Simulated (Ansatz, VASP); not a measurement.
Two plane-wave programs on Si3Sn

```
Si Sn
1.0
     4.19626    0.00000    0.00000
     0.00000    4.19626    0.00000
     0.00000    0.00000    4.19626
Si Sn
3 1
Direct
  0.00000 0.50000 0.50000
  0.50000 0.00000 0.50000
  0.50000 0.50000 0.00000
  0.00000 0.00000 0.00000
```

Alike in both runs: functional PBE; k mesh 6 × 6 × 6; occupations gaussian, width 0.1 eV; no spin polarisation.

Ansatz relaxed the structure, and its values are those at the end. VASP's run is a single point on that final structure, the one shown.

|  | VASP | Ansatz |
| --- | --- | --- |
| version | VASP 6.6.1 | Ansatz 0.2.0 |
| potentials or method | VASP PAW PBE potentials, release 64 (Si, Sn_d) | scalar-relativistic, plane waves, PAW |
| plane-wave cutoff (eV) | 520 | 420 |
| valence electrons in the cell | 26 | 26 |

```csv
,VASP,Ansatz,Ansatz less VASP
gap on the k mesh at the Fermi level (eV),none,none,-
pressure (GPa),0.0,0.0,+0.04
```

A gap of «none» marks a metal or a gap that the smearing closes. The functional is the same, so the differences come from potentials, cutoffs and numerics.
